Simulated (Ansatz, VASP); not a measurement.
## W: VASP beside Ansatz

Aim: how closely do two programs agree when they are given the same cell, functional and k mesh? Of the first pair: The structure shown is the start of the Ansatz relaxation below; VASP solves that cell, so the two are compared at the walk's first step.

Program: Ansatz 0.2.0. Level of theory: plane waves, with VASP 6.6.1 beside it; single point at PBEsol. Results are calculated unless marked as measured.

### Step 1. Starting point

The cell holds 6 atoms: 6 W. Its edges and angles: a = 2.741 Å, b = 4.476 Å, c = 27.189 Å, α = 90.0°, β = 90.0°, γ = 144.7°. It derives from W (Tungsten). As first built, before any earlier steps moved the atoms (in the runner's words): stoichiometric True; symmetric True. Vacuum lies along c.

### Step 2. Ansatz: relaxation, PBEsol

Ansatz runs on its PAW soft_1 files.

The two programs are compared at the cell with which this relaxation starts, whose forces are those of its first step.

Input file input.yaml:

```yaml
crystal:
  lattice:
    - [2.7407019351, 0.0, 0.0]
    - [-3.6542692468, 2.5839585647, 0.0]
    - [0.0, 0.0, 27.1888687968]
  atoms:
    - { symbol: W, position: [1.0, 1.0, 0.70576194] }
    - { symbol: W, position: [1.0, 0.5, 0.623457164] }
    - { symbol: W, position: [1.0, 1.0, 0.541152388] }
    - { symbol: W, position: [1.0, 0.5, 0.458847612] }
    - { symbol: W, position: [1.0, 1.0, 0.376542836] }
    - { symbol: W, position: [1.0, 0.5, 0.29423806] }
kpoints:
  mp_grid: { grid: [18, 18, 1] }
scf:
  occupations: { method: fermi_dirac, width: 0.05 }
  n_extra_bands: 8
hamiltonian:
  xc: pbesol
  pseudopotentials: { kind: paw, azcp: { folder: soft_1 }, xc_functional: pbe }
output:
  forces: true
  write_potential: true
  volumetric_format: []
relax:
  f_tol: 0.03
  max_steps: 45
  constraints: [{ sites: [2, 3] }]
```

Command:

```sh
$ ansatz run input.yaml --threads 4 --pin off --max-ram 14336MiB --backend cpu --events-out ev --progress --plain --runs-dir out
```

Numbers of over 12 decimals in the logs are rounded to 6 here.

What it wrote:

```text
scf.n_extra_bands = 8 over 42 filled bands (N_el = 84.0): the run solves 50 bands
Engine: ansatz 0.2.0, x86_64-unknown-linux-gnu
Pseudopotentials: kind: paw
Pseudopotential: W, paw, valence charge 14, recommended cutoff 420 eV (normal), soft_1/W.paw.azcp
Functional definition: PBEsol
  exchange = pbesol_x
  correlation = pbesol_c
Crystal: 6 atoms, lattice volume = 192.548 Å³
Basis set: ecut = 420 eV, 3821 PW (Γ), exchange–correlation on 40×60×384 points (8 copies of the dense FFT grid, shifted against one another)
Bands: 50, of which v1, the nominal top of the filled ones, is band 42 counted from 1 (41 counted from 0)
Symmetry: 8 space group operations
Space group: Cmme (ITA 67), of the structure as read, at distance tolerance 5.8e-5 Å
k-points: 91 of 324
Non-local potential: W, projectors of the file, l = 0: 3, l = 1: 2, l = 2: 2, l = 3: 1
PAW form: soft (Blöchl's): semilocal exchange-correlation on the pseudo side does not see the compensation charge
PAW frozen core: W, regenerated for the run's functional, and the local potential with it (the file was generated under x = pbe(κ = 0.804, μ = 0.219515), c = pbe(β = 0.066725))
PAW one-centre angular grid: W, 590 points (default); XC on 64 Gauss nodes
Initial density: superposition of atomic densities (neutral atoms: chi_scale 0, normalization atom)
Initial wavefunctions: pseudopotential atomic-orbital guess
Functional: x = pbesol(κ = 0.804, μ = 0.123457), c = pbesol(β = 0.046)
SCF iter   1: F=—  HF=-61544.676867 eV  |F-HF|=—  |Δ(HF+E_count)|=         —  Δρ=4.85e-2  dr2=2.45e1  ethr=3.10e-3  ⟨swp⟩=9.9  Hψ=22584  notcnv=0  defer=2
preconditioner: auto → LDOS  [metal: Δε(μ)=0.015 eV  Ē_g=5.137 eV  σ=0.050 eV  W_gap=0.07  n_scr=20 (ndim 8)  ℏωp=16.1 eV  f_vac=0.441  D(μ)=3.81/eV (n_scr^D=16)  β→1.0]
SCF iter   2: F=—  HF=-61542.979106 eV  |F-HF|=—  |Δ(HF+E_count)|=    1.70e0  Δρ=2.57e-2  dr2=5.21e0  ethr=3.10e-3  ⟨swp⟩=4.1  Hψ=11180  notcnv=0  defer=60
SCF iter   3: F=—  HF=-61542.304461 eV  |F-HF|=—  |Δ(HF+E_count)|=   6.75e-1  Δρ=5.92e-3  dr2=2.11e-1  ethr=3.10e-3  ⟨swp⟩=3.2  Hψ=9386  notcnv=0  defer=65
SCF iter   4: F=—  HF=-61542.258998 eV  |F-HF|=—  |Δ(HF+E_count)|=   4.55e-2  Δρ=1.64e-3  dr2=1.01e-2  ethr=2.51e-4  ⟨swp⟩=3.2  Hψ=9592  notcnv=0  defer=64
SCF iter   5: F=—  HF=-61542.258334 eV  |F-HF|=—  |Δ(HF+E_count)|=   6.64e-4  Δρ=6.26e-4  dr2=2.55e-3  ethr=1.20e-5  ⟨swp⟩=3.0  Hψ=8531  notcnv=0  defer=64
SCF iter   6: F=—  HF=-61542.258349 eV  |F-HF|=—  |Δ(HF+E_count)|=   1.50e-5  Δρ=2.42e-4  dr2=2.70e-4  ethr=3.03e-6  ⟨swp⟩=2.5  Hψ=7002  notcnv=0  defer=64
SCF iter   7: F=—  HF=-61542.258349 eV  |F-HF|=—  |Δ(HF+E_count)|=   3.75e-7  Δρ=7.25e-5  dr2=6.98e-5  ethr=3.21e-7  ⟨swp⟩=2.3  Hψ=6415  notcnv=0  defer=64
SCF iter   8: F=-61542.258348 eV  HF=-61542.258349 eV  |F-HF|=1.28e-6  |Δ(HF+E_count)|=   3.36e-8  Δρ=2.67e-5  dr2=3.99e-6  ethr=2.68e-8  ⟨swp⟩=14.1  Hψ=43630  notcnv=0
SCF 1 converged in 8 iterations: F = -61542.258348 eV  dr2 = 3.99e-6
  Residual-converged pass: ⟨swp⟩=1.0  Hψ=4916  notcnv=0  max |occ|·‖R‖ = 7.1e-9 eV (tolerance 1.0e-8 eV)  dr2=3.99e-6  dr2_onsite=2.49e-8  max |Δocc| = 1.5e-9
  greatest PAW one-centre occupation: 0.999 electrons in one spin orbital (limit 2), on the W atom at site 3 (counted from 0), in its partial waves of l = 0
relax step   1: F+E_penalty+E_count = -61542.25834806 eV  Δ(F+E_penalty+E_count) = +0.000e0 eV  max|allowed force component| = 8.440e-1 eV/Å  Δτ_max = 0.0000 Å  (8 SCF iters, dr2 threshold 2.25e-5 eV, accepted)
[...]
relax step   4: F+E_penalty+E_count = -61542.34440684 eV  Δ(F+E_penalty+E_count) = -2.718e-3 eV  max|allowed force component| = 8.375e-2 eV/Å  Δτ_max = 0.0300 Å  (6 SCF iters, dr2 threshold 3.76e-6 eV, accepted)
[...]
relax step   5: F+E_penalty+E_count = -61542.34559341 eV  Δ(F+E_penalty+E_count) = -1.187e-3 eV  max|allowed force component| = 1.540e-3 eV/Å  Δτ_max = 0.0122 Å  (6 SCF iters, accepted)
NSCF: frozen V_eff on 91 k-points
the band table was solved once a step of the walk had ended and its energy, with any forces and stress, was formed, with the checks that follow a solve (22878 applications of the Hamiltonian). They found nothing against the state; the energy, forces and stress were not computed again (output.eigenvalues in the input reference)
WARN: The output density's exchange-correlation potential varies sharply where the density is thin. Do not read a vacuum level from v_tot or v_xc, or from such a field of the output density. On a cell that repeats whose density bears no net charge and no dipole along the vacuum's axis use v_es (v_loc + v_h of the components); under efield.dipole_correction with no amplitude use v_es + v_field, which holds any externa [...]
SCF converged after 6 iterations
Free energy (F): -61542.345593 eV
Harris-Foulkes:  -61542.345593 eV  (|F-HF|=7.36e-9)
Internal energy: -61542.312126 eV  (E = F + TS)
E sigma→0 (E₀):  -61542.328860 eV
Entropy (-TS):   -0.033468 eV (-5.578 meV/atom)
Fermi energy:    8.582727 eV
--- Per-component energies (eV) ---
  E_band       = -1659.067426
  E_kinetic    = 2527.742134
  E_local      = -112395.900293  (includes V_loc(G=0)·N_el)
  E_nonlocal   = -135.369968
  E_hartree    = 55357.480294
  E_xc         = -1592.467797
  E_vxc        = -1382.734615  (∫ρ·V_xc dr)
  E_paw        = -50707.835784  (= ΣΔE_a)
  E_vpaw       = -987.702686  (= ΣTr[D̂ρ^β])
  E_aug_tail   = 0.000895  (compensation charges beyond the density's cutoff)
  E_ewald      = 45402.707248
  E_core_change = 1.331146  (= ΣΔE_core)
  E_smearing   = -0.033468  (= −TS)
  E_closure    = -0.000000  (closes the sum)
  Σ components = -61542.345593   (vs F -61542.345593, Δ=0.00e0)
--- Forces (eV/Å), atoms counted from 1 ---
  atom   1  W     -0.00000000     0.00000000     0.00059141
  atom   2  W      0.00000000    -0.00000000     0.00153989
  atom   3  W      0.00000000    -0.00000000    -0.14501381
  atom   4  W     -0.00000000     0.00000000     0.14501381
  atom   5  W     -0.00000000     0.00000000    -0.00153989
  atom   6  W      0.00000000    -0.00000000    -0.00059141
  max |Σ_I F_I| component: 2.29e-17 eV/Å
--- Band table (eV; the first three rows and the last of 91) ---
  k-point 0: bands = [... 38 lower, 7.3871, 7.3966, 7.4569, 7.4718, 8.1241, 8.7348, 9.3576, 9.4694, ... 4 higher]
  k-point 1: bands = [... 38 lower, 7.2708, 7.3192, 7.4632, 7.6521, 8.2751, 8.5572, 9.1155, 9.5970, ... 4 higher]
  k-point 2: bands = [... 38 lower, 7.0561, 7.1383, 7.7522, 7.8938, 8.1961, 8.4762, 8.7289, 9.8562, ... 4 higher]
  k-point 90: bands = [... 38 lower, 8.8897, 9.1423, 9.2462, 9.6854, 9.8777, 10.3467, 10.4882, 11.1124, ... 4 higher]
--- Relaxed structure (5 steps of the walk, 4 accepted, 0 SCFs on fresh bases) ---
  F+E_penalty+E_count = -61542.34559341 eV   max|allowed force component| = 1.540e-3 eV/Å
  atoms:
    - { symbol: W, position: [1.0, 1.000000, 0.701925] }
    - { symbol: W, position: [1.0, 0.5, 0.623211] }
    - { symbol: W, position: [1.0, 1.000000, 0.541152388] }
    - { symbol: W, position: [1.0, 0.5, 0.458848] }
    - { symbol: W, position: [1.0, 1.000000, 0.376789] }
    - { symbol: W, position: [1.0, 0.5, 0.298075] }
```

### Step 3. VASP: single point, PBEsol, start cell, pair 1

The same cell, functional, mesh and smearing now go to VASP, with its own data sets.

Lines of VASP's logs that name or quote its potential files are left out, and so is its time.

Input file INCAR:

```
SYSTEM = W
PREC = Accurate
ENCUT = 520
EDIFF = 1E-06
NELM = 120
ISMEAR = -1
SIGMA = 0.05
LREAL = .FALSE.
ALGO = Normal
GGA = PS
NBANDS = 24
LASPH = .TRUE.
LORBIT = 11
LWAVE = .FALSE.
LCHARG = .FALSE.
ISIF = 2
GGA_COMPAT = .FALSE.
KPAR = 2
```

Input file POSCAR:

```
W
1.0
    2.7407019351      0.0000000000      0.0000000000
   -3.6542692468      2.5839585647      0.0000000000
    0.0000000000      0.0000000000     27.1888687968
W
6
Direct
    0.0000003383      0.0000001685      0.7057619478
    0.9999997406      0.4999998907      0.6234571628
    0.0000003383      0.0000001685      0.5411523778
    0.9999997406      0.4999998907      0.4588476296
    0.0000003383      0.0000001685      0.3765428447
    0.9999997406      0.4999998907      0.2942380597
```

Input file KPOINTS:

```
Automatic mesh
0
Gamma
18 18 1
0 0 0
```

PAW data sets: W (PBE family, release 64).

Command:

```sh
$ mpirun -np 2 vasp_std
```

What it wrote:

```text
[banner, memory and clock lines left out]
running    2 mpi-ranks, on    1 nodes
 distrk:  each k-point on    1 cores,    2 groups
 distr:  one band on    1 cores,    1 groups

 POSCAR found type information on POSCAR W
 POSCAR found :  1 types and       6 ions
|                                                                             |
|               ----> ADVICE to this user running VASP <----                  |
|                                                                             |
|     You enforced a specific xc type in the INCAR file but a different       |
|     [... a line on the potential file left out ...]
|     I HOPE YOU KNOW WHAT YOU ARE DOING!                                     |
|                                                                             |

 LDA part: xc-table for (Slater+PW92), standard interpolation
 POSCAR, INCAR and KPOINTS ok, starting setup
 FFT: planning ... GRIDC
 FFT: planning ... GRID_SOFT
 FFT: planning ... GRID
 WAVECAR not read
 entering main loop
       N       E                     dE             d eps       ncg     rms          rms(c)
DAV:   1     0.170366738404E+03    0.17037E+03   -0.14355E+04  4368   0.123E+03
DAV:   2    -0.656964509267E+02   -0.23606E+03   -0.22498E+03  6296   0.287E+02
DAV:   3    -0.837199177386E+02   -0.18023E+02   -0.17292E+02  5784   0.711E+01
DAV:   4    -0.848248618193E+02   -0.11049E+01   -0.10815E+01  7232   0.156E+01
DAV:   5    -0.848771174385E+02   -0.52256E-01   -0.50874E-01  6632   0.274E+00    0.484E+01
DAV:   6    -0.833890315131E+02    0.14881E+01   -0.24823E+01  6992   0.218E+01    0.247E+01
DAV:   7    -0.142184166320E+03   -0.58795E+02   -0.53963E+02  8584   0.101E+02    0.282E+01
DAV:   8    -0.766975794372E+02    0.65487E+02   -0.32212E+02  8128   0.695E+01    0.771E+00
DAV:   9    -0.798438073020E+02   -0.31462E+01   -0.56098E+01  7120   0.306E+01    0.331E+00
DAV:  10    -0.800374825649E+02   -0.19368E+00   -0.39294E+00  6936   0.971E+00    0.311E+00
DAV:  11    -0.800596653699E+02   -0.22183E-01   -0.29271E-01  6952   0.263E+00    0.253E+00
DAV:  12    -0.800439703154E+02    0.15695E-01   -0.39999E-02  6824   0.973E-01    0.221E+00
DAV:  13    -0.800019469499E+02    0.42023E-01   -0.93927E-02  6776   0.147E+00    0.867E-01
DAV:  14    -0.800023478737E+02   -0.40092E-03   -0.69753E-02  7432   0.132E+00    0.111E+00
[...]
DAV:  22    -0.799957843339E+02    0.15271E-05   -0.40852E-05  6632   0.362E-02    0.718E-03
DAV:  23    -0.799957892745E+02   -0.49406E-05   -0.88380E-06  6312   0.135E-02    0.578E-03
DAV:  24    -0.799957972516E+02   -0.79771E-05   -0.48607E-06  4776   0.134E-02    0.109E-02
DAV:  25    -0.799957999438E+02   -0.26922E-05   -0.40224E-06  4496   0.127E-02    0.236E-03
DAV:  26    -0.799958023543E+02   -0.24105E-05   -0.47518E-07  3264   0.438E-03    0.177E-03
DAV:  27    -0.799958082104E+02   -0.58561E-05   -0.45762E-07  3264   0.316E-03    0.135E-03
DAV:  28    -0.799958105390E+02   -0.23287E-05   -0.19803E-07  3168   0.236E-03    0.159E-03
DAV:  29    -0.799958112904E+02   -0.75133E-06   -0.13887E-07  3112   0.118E-03
   1 F= -.79995811E+02 E0= -.79977480E+02  d E =-.366630E-01
```

From OUTCAR (step 3):

```text
ion  position               nearest neighbor table
   1  0.000  0.000  0.706-   2 2.74   2 2.74   2 3.16   2 3.16
   2  1.000  0.500  0.623-   1 2.74   3 2.74   1 2.74   3 2.74   1 3.16   3 3.16   1 3.16   3 3.16

  LATTYP: Found a base centered orthorhombic cell.
 ALAT       =     3.1646900000
 B/A-ratio  =     1.4142135624
 C/A-ratio  =     8.5913213606

 Subroutine GETGRP returns: Found  8 space group operations
 (whereof  4 operations were pure point group operations)

The static configuration has the point symmetry C_2v.
 The point group associated with its full space group is D_2h.

 Found     91 irreducible k-points:

   k-points           NKPTS =     91   k-points in BZ     NKDIM =     91   number of bands    NBANDS=     24

   dimension x,y,z NGX =    20 NGY =   36 NGZ =  210
   dimension x,y,z NGXF=    40 NGYF=   72 NGZF=  420

   ENCUT  =  520.0 eV  38.22 Ry    6.18 a.u.   5.10  8.32 50.55*2*pi/ulx,y,z

   NELECT =      36.0000    total number of electrons

 k-points in reciprocal lattice and weights: Automatic mesh
   0.00000000  0.00000000  0.00000000       0.003
   0.05555556 -0.00000000  0.00000000       0.006
   0.11111111 -0.00000000  0.00000000       0.006
   0.16666667  0.00000000  0.00000000       0.006
   0.22222222  0.00000000  0.00000000       0.006
   0.27777778  0.00000000  0.00000000       0.006
   0.33333333  0.00000000  0.00000000       0.006
   0.38888889  0.00000000  0.00000000       0.006
   0.44444444  0.00000000  0.00000000       0.006
[...]
0.16666667  0.50000000  0.00000000       0.012
   0.22222222  0.50000000  0.00000000       0.012

 average (electrostatic) potential at core
       1 -44.0461       2 -44.1397       3 -44.0954       4 -44.0954       5 -44.1397
       6 -44.0461

 E-fermi :   1.3165

 k-point     1 :       0.0000    0.0000    0.0000
  band No.  band energies     occupation
    ...
     16       0.0317      2.00000
     17       0.2506      2.00000
     18       0.3086      2.00000
     19       1.1147      1.96533
     20       1.2947      1.21489
     21       1.9058      0.00002
     22       2.3745      0.00000
     23       2.8941      0.00000
     24       2.9411      0.00000

 k-point     2 :       0.0556   -0.0000    0.0000
  band No.  band energies     occupation
    ...
     15      -0.1379      2.00000
     16      -0.0992      2.00000
     17       0.1778      2.00000
     18       0.5758      2.00000
     19       1.0230      1.99438
     20       1.4130      0.25379
     21       1.6479      0.00264
     22       2.8233      0.00000
     23       3.0643      0.00000
     24       3.0864      0.00000

 k-point     3 :       0.1111   -0.0000    0.0000
  band No.  band energies     occupation
    ...
     16      -0.1441      2.00000
     17       0.2333      2.00000
     18       0.3259      2.00000
     19       0.8864      1.99963
     20       1.3157      1.00876
     21       2.2027      0.00000
     22       2.4077      0.00000
     23       2.7875      0.00000
     24       3.3896      0.00000

  Total       -8.9716554     -9.3468770     -6.4304255     -0.5306434      0.0000000      0.0000000
  in kB      -74.6525553    -77.7747490    -53.5071483     -4.4154487      0.0000000      0.0000000
  external PRESSURE =     -68.6448175 kB  Pullay stress =       0.0000000 kB

  energy-cutoff  :      520.00
  volume of cell :      192.55
      direct lattice vectors                 reciprocal lattice vectors
     2.740701935  0.000000000  0.000000000     0.364870031  0.516004146  0.000000000
    -3.654269247  2.583958565  0.000000000     0.000000000  0.387003110  0.000000000
     0.000000000  0.000000000 27.188868797     0.000000000  0.000000000  0.036779757

 POSITION                                       TOTAL-FORCE (eV/Angst)
 -----------------------------------------------------------------------------------
      0.00000      0.00000     19.18887         0.000000      0.000000     -1.005091
      0.91357      1.29198     16.95109         0.000000      0.000000      0.741506
      0.00000      0.00000     14.71332         0.000000      0.000000     -0.055231
      0.91357      1.29198     12.47555         0.000000      0.000000      0.055231
      0.00000      0.00000     10.23777         0.000000      0.000000     -0.741506
      0.91357      1.29198      8.00000         0.000000      0.000000      1.005091
 -----------------------------------------------------------------------------------
    total drift:                               -0.000003     -0.000007     -0.000007

  FREE ENERGIE OF THE ION-ELECTRON SYSTEM (eV)
  ---------------------------------------------------
  free  energy   TOTEN  =       -79.9958112904 eV

  energy  without entropy=      -79.9591482593  energy(sigma->0) =      -79.97747977

 total charge
# of ion       s       p       d       tot
------------------------------------------
    1        0.666   0.533   4.034   5.233
    2        0.668   0.702   4.184   5.554
    3        0.669   0.713   4.183   5.565
    4        0.669   0.713   4.183   5.565
    5        0.668   0.702   4.184   5.554
    6        0.666   0.533   4.034   5.233
--------------------------------------------------
tot          4.007   3.896  24.802  32.705

[... 3 further parts left out ...]
```

### Step 4. Comparison

Known differences besides the potentials themselves: the data sets hold 84 valence electrons in Ansatz (on its PAW soft_1 files) and 36 in VASP; the cutoff is 420 eV in Ansatz and 520 eV in VASP; Ansatz makes its cores anew for this functional, VASP keeps those of its PBE data sets. Total energies have different zeros and are not compared.

Forces (eV/Å; atoms numbered as in POSCAR):

```
atom        Ansatz x, y, z          VASP x, y, z
  W1  0.000, 0.000, -0.844  0.000, 0.000, -1.005
  W2   0.000, 0.000, 0.718   0.000, 0.000, 0.742
  W3  0.000, 0.000, -0.051  0.000, 0.000, -0.055
  W4   0.000, 0.000, 0.051   0.000, 0.000, 0.055
  W5  0.000, 0.000, -0.718  0.000, 0.000, -0.742
  W6   0.000, 0.000, 0.844   0.000, 0.000, 1.005
```

The forces differ by 54 meV/Å r.m.s., which is 13.0 % of the r.m.s. force of 0.417 eV/Å (both taken over all components). With vacuum in the cell, a pressure given here is an average over mostly empty space and none of the material.

### Step 5. Other set-ups

Further runs change the set-up of one program: Ansatz's method, potentials or start, or VASP's data sets, cutoff or form of LDA. The table gives that difference for each run.

```
                                                run  r.m.s. force difference (meV/Å)
                                           as above                               54
VASP with the data sets W_sv and a cutoff of 400 eV                              8.8
```

(Continued in part 2 of 2.)

[Lines on the potential files, build, host, timing and source positions are cut from VASP's logs without a mark.]

[Logs are printed without paths, hosts, clocks, repeated set-up lines and the standing remarks that a program may print on its own settings, such as how far it seeks lower states.]

[Hosts, paths, dates, database ids (printed as entryN), source tags and the programs' standing remarks are cut or masked in the printed files.]

[Rows of further runs with another cutoff or data set may stand on the cell that Ansatz relaxed, not on the start cell of the pair above them.]
